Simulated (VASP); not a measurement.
Consider the following.

```
MgI2
1.0
    2.10177    -3.64038     0.00000
    2.10177     3.64038     0.00000
    0.00000     0.00000     7.01069
Mg I
1 2
Direct
  0.00000   0.00000   0.00000
  0.33333   0.66667   0.24357
  0.66667   0.33333   0.75643
```

All values below come from PBE GGA with D3 dispersion (Becke-Johnson damping), VASP's PBE PAW potentials (set 64) (plane waves; VASP). Settings: 520 eV cut-off, 6×6×4 Γ-centred mesh, Gaussian smearing of 0.050 eV, potentials Mg I.

**Question.** The ions and cell shape at fixed volume are relaxed. Predict the relaxed structure.

**Answer.** 
```
MgI2
1.0
    2.08149    -3.60525     0.00000
    2.08149     3.60525     0.00000
    0.00000     0.00000     7.14799
Mg I
1 2
Direct
  0.00000   0.00000   0.00000
  0.33333   0.66667   0.23438
  0.66667   0.33333   0.76562
```
Space group P-3m1 (164), at a tolerance of 0.03 Å.

**Question.** How much energy does the relaxation gain?

**Answer.** The energy (σ→0) changes by -5.4 meV/atom, in 6 ionic steps.

The compound is MgI2 in the 1T layered structure. This cell is one point of a volume scan, at 1.06 of the reference volume. Symmetry was kept, so distortions that lower it aren't found.
